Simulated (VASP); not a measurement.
```
CELL_PARAMETERS angstrom
      1.35459    -2.34621     0.00000
      1.35459     2.34621     0.00000
      0.00000     0.00000     4.33218
ATOMIC_POSITIONS crystal
  Tc 0.33333 0.66667 0.25000
  Tc 0.66667 0.33333 0.75000
```

These are LDA (Ceperley-Alder, Perdew-Zunger), VASP's LDA PAW potentials (set 64) (plane waves; VASP) values and carry that method's errors. Settings: 520 eV cut-off, Gaussian smearing of 0.050 eV, potentials Tc_pv.

Problem. Give the energies of bands 7 to 16 at the high-symmetry points, in eV from the Fermi level.

Solution. 
```tsv
band	Γ	M	K	A	L	H
7	-7.46	-5.65	-5.04	-5.50	-5.55	-4.03
8	-5.67	-4.95	-3.50	-5.50	-5.55	-4.03
9	-1.65	-4.77	-3.50	-1.91	-3.88	-3.42
10	-1.65	-2.03	-3.00	-1.91	-3.88	-3.42
11	-1.53	-1.15	-1.96	-1.79	0.14	-1.80
12	-0.87	-0.89	-1.96	-1.79	0.14	-1.80
13	-0.87	-0.48	-0.01	-1.79	1.55	-0.10
14	-0.15	3.12	2.48	-1.79	1.55	-0.10
15	-0.15	3.58	2.48	2.00	3.40	2.77
16	1.88	3.59	2.92	2.00	3.40	2.77
```

It has no gap at this level: it comes out as a metal or semimetal.

The compound is Tc in the hcp structure. It was relaxed first.
